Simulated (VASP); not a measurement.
An input for Ansatz (written as the equivalent of a VASP run, and not itself run):

Ansatz 0.2 input:
```yaml
crystal:
  lattice:
    - [0.0000000, 3.1950000, 3.1950000]
    - [3.1950000, 0.0000000, 3.1950000]
    - [3.1950000, 3.1950000, 0.0000000]
  atoms:
    - { symbol: Ba, position: [0.0000000, 0.0000000, 0.0000000] }
    - { symbol: S, position: [0.5000000, 0.5000000, 0.5000000] }
kpoints:
  mp_grid: { grid: [7, 7, 7] }
hamiltonian:
  xc: pbesol
  pseudopotentials: { kind: paw }
scf:
  occupations: { method: gaussian, width: 0.05 }
  max_iter: 100
relax:
  max_steps: 60
  f_tol: 0.01
  cell: {}
output: { forces: true, stress: true, eigenvalues: true }
```

Question: Write the VASP files for the same calculation (PBEsol).

Answer: This is not unique; one that fits is 
**INCAR**
```
ALGO=Normal
EDIFF=1E-6
EDIFFG=-0.01
ENCUT=480
GGA=PS
IBRION=2
ISIF=3
ISMEAR=0
LASPH=.TRUE.
LCHARG=.FALSE.
LMAXMIX=4
LREAL=.FALSE.
LWAVE=.FALSE.
NELM=100
NSW=60
PREC=Accurate
SIGMA=0.05
SYSTEM=BaS
```

POSCAR:
```
BaS
1
    0.0000000000     3.1950000000     3.1950000000
    3.1950000000     0.0000000000     3.1950000000
    3.1950000000     3.1950000000     0.0000000000
Ba S
1 1
Direct
  0.0000000000   0.0000000000   0.0000000000
  0.5000000000   0.5000000000   0.5000000000
```

### KPOINTS
```
Automatic mesh
0
Gamma
7 7 7
0 0 0
```

POTCAR, in this order: Ba_sv S (PBE.64 set). Program: vasp_std.

The two are equivalent in intent, not identical: each code has its own PAW files, so the cut-off isn't converted (ENCUT is set for VASP's; basis.ecutwfc is left out, and Ansatz then takes the one that its files recommend); Ansatz stops its SCF on the density residual and VASP on the energy change (EDIFF).

The compound is BaS in the rock salt structure. This run relaxes it. Symmetry was kept, so distortions that lower it aren't found.
